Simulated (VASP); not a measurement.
```yaml
crystal:
  lattice:
    - [0.00000, 1.77833, 1.77833]
    - [1.77833, 0.00000, 1.77833]
    - [1.77833, 1.77833, 0.00000]
  atoms:
    - { symbol: C, position: [0.00000, 0.00000, 0.00000] }
    - { symbol: C, position: [0.25000, 0.25000, 0.25000] }
```

These are PBEsol GGA, VASP's PBE PAW potentials (set 64) (plane waves; VASP 6.6.1) values and carry that method's errors. Run with 650 eV cut-off, 11×11×11 Γ-centred mesh, Gaussian smearing of 0.050 eV, potentials C.

**Question.** Give the elastic stiffness tensor with the ions relaxed (GPa, in the frame of the cell).

**Answer.** 
```json
[
 {"": "xx", "xx": "1070", "yy": "139", "zz": "139", "yz": "0.0", "xz": "0.0", "xy": "0.0"},
 {"": "yy", "xx": "139", "yy": "1070", "zz": "139", "yz": "0.0", "xz": "0.0", "xy": "0.0"},
 {"": "zz", "xx": "139", "yy": "139", "zz": "1070", "yz": "0.0", "xz": "0.0", "xy": "0.0"},
 {"": "yz", "xx": "0.0", "yy": "0.0", "zz": "0.0", "yz": "573", "xz": "0.0", "xy": "0.0"},
 {"": "xz", "xx": "0.0", "yy": "0.0", "zz": "0.0", "yz": "0.0", "xz": "573", "xy": "0.0"},
 {"": "xy", "xx": "0.0", "yy": "0.0", "zz": "0.0", "yz": "0.0", "xz": "0.0", "xy": "573"}
]
```

**Question.** Predict the Hill bulk modulus, Hill shear modulus, Young's modulus, Poisson's ratio.

**Answer.** 
```json
{
  "hill_bulk_modulus": "449 GPa",
  "hill_shear_modulus": "527 GPa",
  "Young's modulus": "1140 GPa",
  "Poisson's ratio": "0.078"
}
```

The compound is C in the diamond structure. It was relaxed first.
